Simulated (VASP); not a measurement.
```
MnSi
1.0
    4.45215     0.00000     0.00000
    0.00000     4.45215     0.00000
    0.00000     0.00000     4.45215
Mn Si
4 4
Direct
  0.86235   0.63765   0.36235
  0.36235   0.86235   0.63765
  0.13765   0.13765   0.13765
  0.63765   0.36235   0.86235
  0.15439   0.34561   0.65439
  0.65439   0.15439   0.34561
  0.84561   0.84561   0.84561
  0.34561   0.65439   0.15439
```
Starting moments (μB, in the order of the record's atoms Mn Mn Mn Mn Si Si Si Si): 1.1 1.1 1.1 1.1 0.0 0.0 0.0 0.0.

The numbers are results of PBE GGA, VASP's PBE PAW potentials (set 64) (plane waves; VASP), not measurements. Numerical set-up: 500 eV cut-off, 7×7×7 Γ-centred mesh, first-order Methfessel-Paxton smearing of 0.10 eV, potentials Mn_pv Si.

Energy and stress use the plane-wave basis of the starting cell. The moments were started parallel, and other spin orders were not tried in this run.

The ions, cell shape and volume at an external pressure of 20.0 GPa are relaxed. Predict the relaxed structure.

```
MnSi
1.0
    4.39464     0.00000     0.00000
    0.00000     4.39464     0.00000
    0.00000     0.00000     4.39464
Mn Si
4 4
Direct
  0.86121   0.63879   0.36121
  0.36121   0.86121   0.63879
  0.13879   0.13879   0.13879
  0.63879   0.36121   0.86121
  0.15392   0.34608   0.65392
  0.65392   0.15392   0.34608
  0.84608   0.84608   0.84608
  0.34608   0.65392   0.15392
```
Space group P2_13 (198), at a tolerance of 0.03 Å. The cell ends with 3.44 μB, on the sites 0.90 0.90 0.90 0.90 -0.04 -0.04 -0.04 -0.04 μB.

How do energy and volume change from the first to the last step?

The energy (σ→0) changes by +39.3 meV/atom and the volume by -3.8 %, in 7 ionic steps.

| step | E(σ→0) (eV) | max force (eV/Å) | pressure (GPa) | volume (Å³) |
|---|---|---|---|---|
| 1 | -61.3054 | 0.019 | 9.94 | 88.25 |
| 2 | -60.0116 | 0.464 | 40.68 | 79.69 |
| 3 | -61.0165 | 0.156 | 19.72 | 85.10 |
| 4 | -61.0063 | 0.160 | 19.91 | 85.02 |
| 5 | -60.9983 | 0.163 | 20.13 | 84.96 |
| 6 | -60.9927 | 0.026 | 20.20 | 84.89 |
| 7 | -60.9909 | 0.017 | 20.19 | 84.87 |

The compound is MnSi in the B20 structure. This run relaxes it under an external pressure of 20 GPa. Symmetry was kept, so distortions that lower it aren't found.
